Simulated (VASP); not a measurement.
A convergence study with VASP on Au (fcc): a few settings are varied, all else stays as given below, so the limit is that of these other settings. The cell's lengths are 1 % over those of the tabulated start, so it is off equilibrium.

```
CELL_PARAMETERS angstrom
      0.00000     2.06040     2.06040
      2.06040     0.00000     2.06040
      2.06040     2.06040     0.00000
ATOMIC_POSITIONS crystal
  Au 0.00000 0.00000 0.00000
```

Level of theory: LDA (Ceperley-Alder, Perdew-Zunger), VASP's LDA PAW potentials (set 64) (plane waves; VASP). The last row used: LREAL = Auto, 600 eV cut-off, 13×13×13 Γ-centred mesh, first-order Methfessel-Paxton smearing of 0.10 eV, potentials Au.

```
setting                                        E (eV/atom)  pressure (GPa)  plane waves
---------------------------------------------  -----------  --------------  -----------
ENCUT = 300, LREAL = .FALSE., PREC = Normal        -4.4304           -9.52          214
ENCUT = 400, LREAL = .FALSE., PREC = Normal        -4.4231           -8.84          331
ENCUT = 500, LREAL = .FALSE., PREC = Normal        -4.4229           -8.85          459
ENCUT = 600, LREAL = .FALSE., PREC = Normal        -4.4228           -8.78          594
ENCUT = 500, LREAL = .FALSE., PREC = Accurate      -4.4229           -8.85          459
ENCUT = 600, LREAL = .FALSE., PREC = Accurate      -4.4228           -8.78          594
ENCUT = 300, LREAL = Auto, PREC = Normal           -4.4290           -9.56          214
ENCUT = 400, LREAL = Auto, PREC = Normal           -4.4232           -8.92          331
ENCUT = 500, LREAL = Auto, PREC = Normal           -4.4226           -9.35          459
ENCUT = 600, LREAL = Auto, PREC = Normal           -4.4233           -8.44          594
ENCUT = 300, LREAL = Auto, PREC = Accurate         -4.4310           -9.41          214
ENCUT = 400, LREAL = Auto, PREC = Accurate         -4.4235           -8.86          331
ENCUT = 500, LREAL = Auto, PREC = Accurate         -4.4235           -8.85          459
ENCUT = 600, LREAL = Auto, PREC = Accurate         -4.4230           -8.76          594
```

Left out are rungs that failed or repeat a setting and relaxations that didn't move; long series are thinned to 24 rows.

The compound is Au in the fcc structure. The cell was not relaxed at this level.
